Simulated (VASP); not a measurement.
Input:

```xyz
8
Lattice="6.2301 0.0000 0.0000 0.0000 6.2301 0.0000 0.0000 0.0000 6.2301" Properties=species:S:1:pos:R:3 pbc="T T T"
Na     0.0000     0.0000     0.0000
Na     3.1150     3.1150     0.0000
Na     3.1150     0.0000     3.1150
Br     3.1150     3.1150     3.1150
Br     0.0000     0.0000     3.1150
Br     0.0000     3.1150     0.0000
Br     3.1150     0.0000     0.0000
K      0.0000     3.1150     3.1150
```

Method: PBE GGA, VASP's PBE PAW potentials (set 64) (plane waves; VASP 6.6.1). Run with 400 eV cut-off, 4×4×4 Γ-centred mesh, Gaussian smearing of 0.050 eV, potentials Na_pv Br K_sv.

Question: What does the run give for the energy per atom (σ→0), band gap (on the k-mesh) with the smallest direct gap where there is one?

Answer: 
```json
{
 "band gap (on the k-mesh)": "3.93 eV",
 "smallest direct gap (on the k-mesh)": "3.93 eV",
 "energy per atom (σ→0)": "-3.039 eV/atom"
}
```

The structure was generated: KNa3Br4 was put into an ordered model structure (Pm-3m), which need not be its known phase. It was relaxed first, which changed the volume by +5 %.
